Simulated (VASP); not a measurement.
**HfB under changes of volume**

One of the cells (13.800 Å³/atom); the others are scaled copies at fixed shape and fractional positions:

```
Hf B
1.0
     0.00000    2.39862    2.39862
     2.39862    0.00000    2.39862
     2.39862    2.39862    0.00000
Hf B
1 1
Direct
  0.50000 0.50000 0.50000
  0.00000 0.00000 0.00000
```

| Item | Value |
| --- | --- |
| Program | VASP 6.6.1 |
| Functional | PBE |
| Dispersion | D3(BJ) |
| Potentials or basis | VASP PAW PBE potentials, release 64 (Hf_pv, B) |
| Cutoff | 520 eV |
| k mesh | 8 × 8 × 8 |
| Occupations | fermi-dirac, width 0.05 eV |
| Spin | no spin polarisation |

| volume (Å³/atom) | energy over the lowest point (meV/atom) | pressure (GPa) |
| --- | --- | --- |
| 13.248 | ? | ? |
| 13.524 | 3.23 | 3.8 |
| 13.800 | 0.00 | 0.0 |
| 14.076 | 2.98 | -3.4 |
| 14.352 | 11.58 | -6.5 |

What does the run at 13.248 Å³/atom give?

Energy over the lowest point 13.30 meV/atom; pressure 8.0 GPa.

Worked out: A Birch-Murnaghan fit of order 2 (a polynomial in V^(-2/3)) to the other rows has its minimum at 13.80 Å³/atom with B0 = V·E''(V) = 180 GPa. It gives 13.32 meV/atom at 13.248 Å³/atom, against the run's 13.30, and -dE/dV = 8.0 GPa, against 8.0.

Energies are extrapolated to zero smearing.

Caveats: pairwise dispersion overbinds metals, which lowers pressure and volume.
